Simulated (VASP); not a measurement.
A convergence study with VASP on V (bcc): one setting is varied, all else stays as given below, so the limit is that of these other settings. Each run relaxes cell and ions from the cell shown. The basis is that of the starting cell, so low cut-offs carry a Pulay error.

```yaml
crystal:
  lattice:
    - [-1.51500, 1.51500, 1.51500]
    - [1.51500, -1.51500, 1.51500]
    - [1.51500, 1.51500, -1.51500]
  atoms:
    - { symbol: V, position: [0.00000, 0.00000, 0.00000] }
```

These are PBE GGA, VASP's PBE PAW potentials (set 64) (plane waves; VASP) values and carry that method's errors. The tightest run used: 700 eV cut-off, 14×14×14 Γ-centred mesh, first-order Methfessel-Paxton smearing of 0.10 eV, potentials V_sv.

**Question.** The settings run are ENCUT = 250; ENCUT = 300; ENCUT = 350; ENCUT = 400; ENCUT = 450; ENCUT = 500; ENCUT = 550; ENCUT = 600; ENCUT = 650; ENCUT = 700. From which on does the relaxed volume stay within 0.02 Å³/atom of the tightest run?

**Answer.** From ENCUT = 500 on: it is off by 0.002 there and by no more than 0.02 in any finer run, while ENCUT = 450 is off by 0.043.
```
setting      relaxed volume (Å³/atom)  E (eV/atom)  plane waves  difference judged (Å³/atom)
-----------  ------------------------  -----------  -----------  ---------------------------
ENCUT = 250                    12.768      -9.0410          140                        0.692
ENCUT = 300                    13.449      -9.0044          177                        0.011
ENCUT = 350                    13.380      -9.0032          236                        0.080
ENCUT = 400                    13.360      -9.0021          260                        0.100
ENCUT = 450                    13.418      -9.0002          321                        0.043
ENCUT = 500                    13.458      -8.9990          370                        0.002
ENCUT = 550                    13.468      -8.9988          420                        0.008
ENCUT = 600                    13.460      -8.9990          476                        0.000
ENCUT = 650                    13.457      -8.9993          539                        0.003
ENCUT = 700                    13.460      -8.9994          603                        0.000
```

Left out are rungs that failed or repeat a setting and relaxations that didn't move; long series are thinned to 24 rows.

The compound is V in the bcc structure. The run is not spin-polarised, so no magnetic state was tried.
